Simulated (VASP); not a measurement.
```
NbTe
1.0
   -1.85334     1.85334     6.27451
    1.85334    -1.85334     6.27451
    1.85334     1.85334    -6.27451
Nb Te
2 2
Direct
  0.75000   0.75000   0.00000
  0.50000   0.00000   0.50000
  0.16600   0.16600   0.00000
  0.91600   0.41600   0.50000
```

Level of theory: PBE GGA, VASP's PBE PAW potentials (set 64) (plane waves; VASP). Settings: 550 eV cut-off, 8×8×8 Γ-centred mesh, Gaussian smearing of 0.050 eV, potentials Nb_sv Te.

Give the force on each atom (eV/Å).

| atom | Fx | Fy | Fz |
|---|---|---|---|
| Nb1 | 0.000 | 0.000 | -0.309 |
| Nb2 | 0.000 | 0.000 | -0.309 |
| Te3 | 0.000 | 0.000 | 0.309 |
| Te4 | 0.000 | 0.000 | 0.309 |

Give the stress tensor in GPa (positive for a compressed cell).

```
0.72  0.00  0.00
0.00  0.72  0.00
0.00  0.00  2.60
```
The pressure is its mean diagonal, 1.34 GPa.

The structure was generated: NbTe was put into the NbAs type (I4_1md), which need not be its known phase. The cell was not relaxed at this level. The run is one of a series of settings (ENCUT = 550 against the base run), some of them coarse on purpose.
